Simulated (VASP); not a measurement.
# ZrOs (Pm-3m) in VASP: notebook

One crystal, ZrOs, is run at these levels: LDA; tasks: single point.

Program: VASP 6.6.1. These are calculated values, not measurements. Logs are shortened: lines on timing, memory, paths and dates and some standing lists are left out, and cuts for length are marked.

### 1 The crystal as given

It takes space group Pm-3m (No. 221, cubic). The conventional cell has a = 3.263 Å, b = 3.263 Å, c = 3.263 Å, α = 90.00°, β = 90.00°, γ = 90.00°. Zr (site symmetry m-3m) has 8 Os at 2.83 Å as nearest neighbours. Os (site symmetry m-3m) has 8 Zr at 2.83 Å as nearest neighbours.

### 2 Single point, LDA

Contents of INCAR:

```
SYSTEM = ZrOs
  ALGO = Normal
  EDIFF = 1E-6
  ENCUT = 520
  GGA = CA
  ISIF = 2
  ISMEAR = 0
  LASPH = .True.
  LCHARG = .False.
  LREAL = .False.
  LWAVE = .False.
  NBANDS = 17
  NELM = 100
  PREC = Accurate
  SIGMA = 0.15
```

Contents of KPOINTS:

```
k-points
0
Gamma
  14 14 14
  0 0 0
```

Contents of POSCAR:

```
ZrOs
1.0
    3.2630000000      0.0000000000      0.0000000000
    0.0000000000      3.2630000000      0.0000000000
    0.0000000000      0.0000000000      3.2630000000
Zr Os
1 1
Direct
    0.5000000000      0.5000000000      0.5000000000
    0.0000000000      0.0000000000      0.0000000000
```

Potentials or basis: VASP PAW LDA potentials, release 64 (Zr_sv, Os).

Started as:

```bash
$ cat potpaw_LDA.64/Zr_sv/POTCAR potpaw_LDA.64/Os/POTCAR > POTCAR
$ mpirun -np 1 vasp_std > vasp.out
```

OUTCAR:

```text
SYSTEM = ZrOs
   EDIFF = 1E-6
   ENCUT = 520
   GGA = CA
   ISIF = 2
   ISMEAR = 0
   LASPH = .True.
   LREAL = .False.
   NELM = 100
   PREC = Accurate

 ion  position               nearest neighbor table
   1  0.500  0.500  0.500-   2 2.83   2 2.83   2 2.83   2 2.83   2 2.83   2 2.83   2 2.83   2 2.83

   2  0.000  0.000  0.000-   1 2.83   1 2.83   1 2.83   1 2.83   1 2.83   1 2.83   1 2.83   1 2.83

  LATTYP: Found a simple cubic cell.
 ALAT       =     3.2630000000

  Lattice vectors:

 A1 = (   3.2630000000,   0.0000000000,   0.0000000000)
 A2 = (   0.0000000000,   3.2630000000,   0.0000000000)
 A3 = (   0.0000000000,   0.0000000000,   3.2630000000)

Analysis of symmetry for initial positions (statically):
=====================================================================
 Subroutine PRICEL returns:
 Original cell was already a primitive cell.

 Routine SETGRP: Setting up the symmetry group for a
 simple cubic supercell.

 Subroutine GETGRP returns: Found 48 space group operations
 (whereof 48 operations were pure point group operations)
 out of a pool of 48 trial point group operations.

The static configuration has the point symmetry O_h .

Analysis of symmetry for dynamics (positions and initial velocities):
=====================================================================
 Subroutine PRICEL returns:
 Original cell was already a primitive cell.

 Routine SETGRP: Setting up the symmetry group for a
 simple cubic supercell.

 Subroutine GETGRP returns: Found 48 space group operations
 (whereof 48 operations were pure point group operations)
 out of a pool of 48 trial point group operations.

The dynamic configuration has the point symmetry O_h .

 Subroutine INISYM returns: Found 48 space group operations
 (whereof 48 operations are pure point group operations),
 and found     1 'primitive' translations

----------------------------------------------------------------------------------------

                                     Primitive cell

  volume of cell :      34.7417

  direct lattice vectors                    reciprocal lattice vectors
     3.263000000  0.000000000  0.000000000     0.306466442  0.000000000  0.000000000
     0.000000000  3.263000000  0.000000000     0.000000000  0.306466442  0.000000000
     0.000000000  0.000000000  3.263000000     0.000000000  0.000000000  0.306466442

  length of vectors
     3.263000000  3.263000000  3.263000000     0.306466442  0.306466442  0.306466442

  position of ions in fractional coordinates (direct lattice)
     0.500000000  0.500000000  0.500000000
     0.000000000  0.000000000  0.000000000

  ion indices of the primitive-cell ions
   primitive index   ion index
                 1           1
                 2           2

----------------------------------------------------------------------------------------

 KPOINTS: k-points

Automatic generation of k-mesh.
 Grid dimensions read from file:
 generate k-points for:   14   14   14

 Generating k-lattice:

  Cartesian coordinates                     Fractional coordinates (reciprocal lattice)
     0.021890460  0.000000000  0.000000000     0.071428571  0.000000000  0.000000000
     0.000000000  0.021890460  0.000000000     0.000000000  0.071428571  0.000000000
     0.000000000  0.000000000  0.021890460     0.000000000  0.000000000  0.071428571

  Length of vectors
     0.021890460  0.021890460  0.021890460

  Shift w.r.t. Gamma in fractional coordinates (k-lattice)
     0.000000000  0.000000000  0.000000000

 Subroutine IBZKPT returns following result:
 ===========================================

 Found    120 irreducible k-points:

 Following reciprocal coordinates:
            Coordinates               Weight
  0.000000  0.000000  0.000000      1.000000
  0.071429  0.000000  0.000000      6.000000
  0.142857  0.000000  0.000000      6.000000
  0.214286  0.000000  0.000000      6.000000
  0.285714  0.000000  0.000000      6.000000
  0.357143  0.000000  0.000000      6.000000
[... 16 lines left out ...]
  0.285714  0.214286  0.000000     24.000000
  0.357143  0.214286  0.000000     24.000000
 [... further k-points ...]
   k-points           NKPTS =    120   k-points in BZ     NKDIM =    120   number of bands    NBANDS=     17
   number of dos      NEDOS =    301   number of ions     NIONS =      2
   total plane-waves  NPLWV =  13824
   dimension x,y,z NGX =    24 NGY =   24 NGZ =   24
   dimension x,y,z NGXF=    48 NGYF=   48 NGZF=   48
   ions per type =               1   1
   NGX,Y,Z   is equivalent  to a cutoff of  12.23, 12.23, 12.23 a.u.
   NGXF,Y,Z  is equivalent  to a cutoff of  24.46, 24.46, 24.46 a.u.
 SYSTEM =  ZrOs
   PREC   = accura    normal or accurate (medium, high low for compatibility)
   ISTART =      0    job   : 0-new  1-cont  2-samecut
   ICHARG =      2    charge: 1-file 2-atom 10-const
   ISPIN  =      1    spin polarized calculation?
   LNONCOLLINEAR =      F non collinear calculations
   LSORBIT =      F    spin-orbit coupling
   LASPH  =      T    aspherical Exc in radial PAW
   ENCUT  =  520.0 eV  38.22 Ry    6.18 a.u.   6.07  6.07  6.07*2*pi/ulx,y,z
   NELM   =    100;   NELMIN=  2; NELMDL= -5     # of ELM steps
   EDIFF  = 0.1E-05   stopping-criterion for ELM
   LREAL  =      F    real-space projection
   EDIFFG = 0.1E-04   stopping-criterion for IOM
   NSW    =      0    number of steps for IOM
   IBRION =     -1    ionic relax: 0-MD 1-quasi-New 2-CG
   NFREE  =      0    steps in history (QN), initial steepest desc. (CG)
   ISIF   =      2    stress and relaxation
   ISYM   =      2    0-nonsym 1-usesym 2-fastsym
   POTIM  = 0.5000    time-step for ionic-motion
   TEBEG  =    0.0;   TEEND  =   0.0 temperature during run
   PSTRESS=    0.0 pullay stress
   NELECT =      20.0000    total number of electrons
   NUPDOWN=      -1.0000    fix difference up-down
   EMIN   =  10.00;   EMAX   =-10.00  energy-range for DOS
   EFERMI =   0.00;   METHOD = LEGACY
   ISMEAR =     0;   SIGMA  =   0.15  broadening in eV -4-tet -1-fermi 0-gaus
   EFERMI_NEDOS =   21; number of points for ismear=-14 and -15
   IALGO  =     38    algorithm
   IMIX   =      4    mixing-type and parameters
     AMIX     =   0.40;   BMIX     =  1.00
     AMIX_MAG =   1.60;   BMIX_MAG =  1.00
  volume/ion in A,a.u.               =      17.37       117.22
  Fermi-wavevector in a.u.,A,eV,Ry     =   1.361866  2.573554 25.234445  1.854679
  Thomas-Fermi vector in A             =   2.488405
   LORBIT       =      0    0 simple, 1 ext, 2 COOP (PROOUT), +10 PAW based schemes
   GGA     = CA    functional components
   LHFCALC =     F    Hartree Fock is set to
   AEXX    =    0.0000 exact exchange contribution
   IVDW    =     0    specifies the selected vdW correction
   LEPSILON=     F    determine dielectric tensor
   LRPA    =     F    only Hartree local field effects (RPA)
 non-spin polarized calculation
 Gauss-broadening in eV      SIGMA  =   0.15
  energy-cutoff  :      520.00
  volume of cell :       34.74
 maximum number of plane-waves:       968
   NGX = 13   NGY = 13   NGZ = 13

 number of electron      20.0000000 magnetization

 Free energy of the ion-electron system (eV)
  ---------------------------------------------------
  ext. energy  EPLUGINS =         0.00000000
  ---------------------------------------------------
  free energy    TOTEN  =       -23.05485342 eV

  energy without entropy =      -23.05109047  energy(sigma->0) =      -23.05297195

 E-fermi :   9.6513     XC(G=0): -12.8295

 val. band max:        9.6312502906   @ k =   0.5000   0.1429   0.0000
 cond. band min:       9.6950617305   @ k =   0.4286   0.1429   0.0000
 fundamental gap:      0.0638114399
 Fermi energy:         9.6512733369

 k-point     1 :       0.0000    0.0000    0.0000
  band No.  band energies     occupation
      1     -38.8092      2.00000
      2     -16.8157      2.00000
      3     -16.8157      2.00000
      4     -16.8157      2.00000
      5       1.7637      2.00000
      6       4.4972      2.00000
[... 9 lines left out ...]
     16      17.8088      0.00000
     17      17.8088      0.00000

 k-point     2 :       0.0714    0.0000    0.0000
  band No.  band energies     occupation
      1     -38.8069      2.00000
      2     -16.8431      2.00000
      3     -16.8147      2.00000
      4     -16.8147      2.00000
      5       1.8763      2.00000
      6       4.5492      2.00000
[... 9 lines left out ...]
     16      17.4485      0.00000
     17      18.3982      0.00000

 k-point     3 :       0.1429    0.0000    0.0000
  band No.  band energies     occupation
      1     -38.8004      2.00000
      2     -16.9190      2.00000
      3     -16.8119      2.00000
      4     -16.8119      2.00000
      5       2.2052      2.00000
      6       4.7033      2.00000
[... 9 lines left out ...]
     16      16.5887      0.00000
     17      19.6456      0.00000

 k-point     4 :       0.2143    0.0000    0.0000
  band No.  band energies     occupation
      1     -38.7909      2.00000
      2     -17.0270      2.00000
      3     -16.8079      2.00000
      4     -16.8079      2.00000
      5       2.7238      2.00000
      6       4.9530      2.00000
[... 9 lines left out ...]
     16      15.6362      0.00000
     17      21.1305      0.00000
[... 343 lines left out ...]
      1     -38.7744      2.00000
      2     -17.0263      2.00000
      3     -16.9808      2.00000
      4     -16.7945      2.00000
      5       3.4375      2.00000
      6       5.3087      2.00000
[... 9 lines left out ...]
     16      17.0882      0.00000
     17      19.3350      0.00000

 k-point    23 :       0.2857    0.2143    0.0000
  band No.  band energies     occupation
      1     -38.7649      2.00000
      2     -17.1165      2.00000
      3     -16.9861      2.00000
      4     -16.7869      2.00000
      5       3.8711      2.00000
      6       5.4584      2.00000
[... 9 lines left out ...]
     16      16.4062      0.00000
     17      19.9760      0.00000

 k-point    24 :       0.3571    0.2143    0.0000
  band No.  band energies     occupation
      1     -38.7563      2.00000
      2     -17.2104      2.00000
      3     -16.9767      2.00000
      4     -16.7799      2.00000
      5       4.2855      2.00000
      6       5.5647      2.00000
[... 9 lines left out ...]
     16      15.6841      0.00000
     17      20.8465      0.00000

 [... further k-points ...]
[... 5 lines left out ...]
  --------------------------------------------------------------------------------------
  -------------------------------------------------------------------------------------
  Total       -1.5574141     -1.5574141     -1.5574141      0.0000000      0.0000000      0.0000000
  in kB      -71.8229859    -71.8229859    -71.8229859      0.0000000      0.0000000      0.0000000
  external PRESSURE =     -71.8229859 kB  Pullay stress =       0.0000000 kB

 VOLUME and BASIS-vectors are now :
 -----------------------------------------------------------------------------
  energy-cutoff  :      520.00
  volume of cell :       34.74
      direct lattice vectors                 reciprocal lattice vectors
     3.263000000  0.000000000  0.000000000     0.306466442  0.000000000  0.000000000
     0.000000000  3.263000000  0.000000000     0.000000000  0.306466442  0.000000000
     0.000000000  0.000000000  3.263000000     0.000000000  0.000000000  0.306466442

 POSITION                                       TOTAL-FORCE (eV/Angst)
 -----------------------------------------------------------------------------------
      1.63150      1.63150      1.63150         0.000000      0.000000      0.000000
      0.00000      0.00000      0.00000         0.000000      0.000000      0.000000
 -----------------------------------------------------------------------------------
    total drift:                                0.000000     -0.000000     -0.000000

  FREE ENERGIE OF THE ION-ELECTRON SYSTEM (eV)
  ---------------------------------------------------
  free  energy   TOTEN  =       -23.0548534209 eV

  energy  without entropy=      -23.0510904698  energy(sigma->0) =      -23.05297195
```

It took 26 s on 1 thread of Intel Xeon Platinum 8259CL at 2.50GHz (Skylake/Cascade Lake), shared host; peak memory 0.19 GiB.

Results:

```
Free energy            : -23.0549 eV
Pressure               : -7.2 GPa
Band gap on the k mesh : none (metal or under the smearing width)
```

Spin-orbit coupling is left out, which matters for the levels of Os.

### 3 Single point, LDA

Contents of INCAR:

```
PREC = Accurate
ENCUT = 520
EDIFF = 1E-6
ISMEAR = 0
SIGMA = 0.15
LREAL = F
LASPH = T
NELM = 100
ALGO = Normal
ISIF = 2
LWAVE = F
LCHARG = F
NBANDS = 17
```

Contents of KPOINTS:

```
regular mesh
0
Gamma
  16 16 16
```

POSCAR is that of step 2.

Potentials or basis: VASP PAW LDA potentials, release 64 (Zr_sv, Os).

Started as:

```bash
$ cat potpaw_LDA.64/Zr_sv/POTCAR potpaw_LDA.64/Os/POTCAR > POTCAR
$ mpirun -np 1 vasp_std > vasp.out
```

Wall time 36 s (1 thread of Intel Xeon Platinum 8259CL at 2.50GHz (Skylake/Cascade Lake), shared host); peak memory 0.21 GiB.

Results (log left out):

```yaml
Free_energy: -23.0527 eV
Pressure: -7.2 GPa
Band_gap_on_the_k_mesh: none (metal or under the smearing width)
```

Levels at points of the mesh, in eV from the Fermi level:
| k point | band 6 | band 7 | band 8 | band 9 | band 10 | band 11 | band 12 | band 13 | band 14 | band 15 |
| --- | --- | --- | --- | --- | --- | --- | --- | --- | --- | --- |
| (0.00, 0.00, 0.00) | -5.13 | -5.13 | -1.54 | -1.54 | -1.54 | 2.15 | 2.15 | 5.23 | 5.23 | 5.23 |
| (0.50, 0.00, 0.00) | -3.45 | -3.43 | -1.61 | -1.61 | -1.08 | -0.64 | 1.02 | 1.02 | 1.05 | 3.41 |
| (0.50, 0.50, 0.00) | -4.90 | -3.26 | -3.26 | 0.51 | 0.60 | 1.35 | 1.35 | 2.83 | 5.08 | 5.63 |
| (0.50, 0.50, 0.50) | -2.80 | -2.80 | -2.07 | -2.07 | -2.07 | 0.60 | 0.60 | 3.95 | 5.26 | 5.26 |

The run has no spin-orbit coupling, so splittings on Os are missing.
